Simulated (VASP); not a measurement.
Here is the system:

```
PbI2
1.0
    4.53788     0.00000     0.00000
   -2.26894     3.92992     0.00000
    0.00000     0.00000    19.88382
I Pb
2 1
Cartesian
  2.26894   1.30997   8.03527
  0.00000   2.61995  11.84855
 -2.26894   3.92992   9.94191
```

The numbers are results of PBE GGA with D3 dispersion (Becke-Johnson damping), VASP's PBE PAW potentials (set 64) (plane waves; VASP), not measurements. Run with PREC = Normal, 400 eV cut-off, 12×12×1 Γ-centred mesh, Gaussian smearing of 0.050 eV, potentials I Pb_d.

Q: What does the run give for the energy per atom (σ→0)?

A: 
```yaml
energy per atom (σ→0): -3.083 eV/atom
```

Total energies compare only between runs with the same potentials, cut-off and functional.

The cell is a sheet with vacuum, built from PbI2 (1T layered).
